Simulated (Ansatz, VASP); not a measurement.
# Two plane-wave programs on ScSF

The input INCAR:

```
SYSTEM = ScSF
  ALGO = Normal
  EDIFF = 1E-6
  ENCUT = 520
  ISIF = 2
  ISMEAR = 0
  LASPH = .True.
  LCHARG = .True.
  LELF = .True.
  LREAL = .False.
  LVHAR = .True.
  LWAVE = .False.
  NBANDS = 19
  NELM = 80
  PREC = Accurate
  SIGMA = 0.02
```

KPOINTS

```
k-points
0
Gamma
  9 9 8
  0 0 0
```

POSCAR

```
ScSF
1.0
    3.6858453884      0.0000000000      0.0000000000
   -1.8429226942      3.1920357407      0.0000000000
    0.0000000000      0.0000000000      3.6106618453
Sc S F
1 1 1
Direct
    0.6666666667      0.3333333333      0.5000000000
    0.3333333333      0.6666666667      0.0000000000
    0.0000000000      0.0000000000      0.5000000000
```

Input for Ansatz:

```yaml
crystal:
  lattice:
    - [3.6858453884, 0.0, 0.0]
    - [-1.8429226942, 3.1920357407, 0.0]
    - [0.0, 0.0, 3.6106618453]
  atoms:
    - { symbol: Sc, position: [0.6666666667, 0.3333333333, 0.5] }
    - { symbol: S, position: [0.3333333333, 0.6666666667, 0.0] }
    - { symbol: F, position: [0.0, 0.0, 0.5] }
basis:
  ecutwfc: 420
kpoints:
  mp_grid: { grid: [9, 9, 8] }
  band_path:
    path:
      - [[0.0, 0.0, 0.0], [0.5, 0.0, 0.0], [0.33333333, 0.33333333, 0.0], [0.0, 0.0, 0.0], [0.0, 0.0, 0.5], [0.5, 0.0, 0.5], [0.33333333, 0.33333333, 0.5], [0.0, 0.0, 0.5]]
      - [[0.5, 0.0, 0.5], [0.5, 0.0, 0.0]]
      - [[0.33333333, 0.33333333, 0.5], [0.33333333, 0.33333333, 0.0]]
    npoints: 14
hamiltonian:
  xc: lda
scf:
  occupations: { method: gaussian, width: 0.02 }
  n_extra_bands: 7
output:
  forces: true
  stress: true
  eigenvalues: true
  populations: true
  dos: { projected: true, de: 0.02, nscf_kmesh: { grid: [14, 14, 12] } }
  bader: true
  write_density: true
  write_potential: true
  elf: true
  volumetric_format: npy
```

Alike in both runs: task single point; functional LDA; k mesh 9 × 9 × 8; occupations gaussian, width 0.02 eV; no spin polarisation.

|  | VASP | Ansatz |
| --- | --- | --- |
| version | VASP 6.6.1 | Ansatz 0.2.0 |
| potentials or method | VASP PAW LDA potentials, release 64 (Sc_sv, S, F) | scalar-relativistic, plane waves, PAW |
| plane-wave cutoff (eV) | 520 | 420 |
| valence electrons in the cell | 24 | 24 |

|  | VASP | Ansatz | Ansatz less VASP |
| --- | --- | --- | --- |
| gap on the k mesh at the Fermi level (eV) | 0.96 | 0.97 | +0.010 |
| least direct gap on the mesh (eV) | 0.96 | 0.97 | +0.010 |
| pressure (GPa) | -5.2 | -5.7 | -0.46 |
| largest component of the traceless stress (GPa) | 1.07 | 1.45 | +0.381 |

Caveats: an odd mesh through Γ misses points on the zone boundary, where band edges often lie.
